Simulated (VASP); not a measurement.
Given:

```
KMgF3
1.0
    3.79348     0.00000     0.00000
    0.00000     3.79348     0.00000
    0.00000     0.00000     3.79348
K Mg F
1 1 3
Cartesian
  0.00000   0.00000   0.00000
  1.89674   1.89674   1.89674
  1.89674   0.00000   1.89674
  0.00000   1.89674   1.89674
  1.89674   1.89674   0.00000
```

Method: PBE GGA, VASP's PBE PAW potentials (set 64) (plane waves; VASP). Run with 620 eV cut-off, 6×6×6 Γ-centred mesh, Gaussian smearing of 0.050 eV, potentials K_sv Mg F.

Energy and stress use the plane-wave basis of the starting cell.

Question: The ions, cell shape and volume at an external pressure of 30.0 GPa are relaxed. What does this cell relax into?

Answer: 
```
KMgF3
1.0
    3.71978     0.00000     0.00000
    0.00000     3.71978     0.00000
    0.00000     0.00000     3.71978
K Mg F
1 1 3
Direct
  0.00000   0.00000   0.00000
  0.50000   0.50000   0.50000
  0.50000   0.00000   0.50000
  0.00000   0.50000   0.50000
  0.50000   0.50000   0.00000
```
Space group Pm-3m (221), at a tolerance of 0.03 Å.

Question: How do energy and volume change from the first to the last step?

Answer: The energy (σ→0) changes by +96.5 meV/atom and the volume by -5.7 %, in 3 ionic steps.

| step | E(σ→0) (eV) | max force (eV/Å) | pressure (GPa) | volume (Å³) |
|---|---|---|---|---|
| 1 | -23.8188 | 0.000 | 20.06 | 54.59 |
| 2 | -22.8999 | 0.000 | 38.27 | 49.41 |
| 3 | -23.3364 | 0.000 | 29.97 | 51.47 |

The compound is KMgF3 in the cubic perovskite structure. This run relaxes it under an external pressure of 30 GPa. Symmetry was kept, so distortions that lower it aren't found.
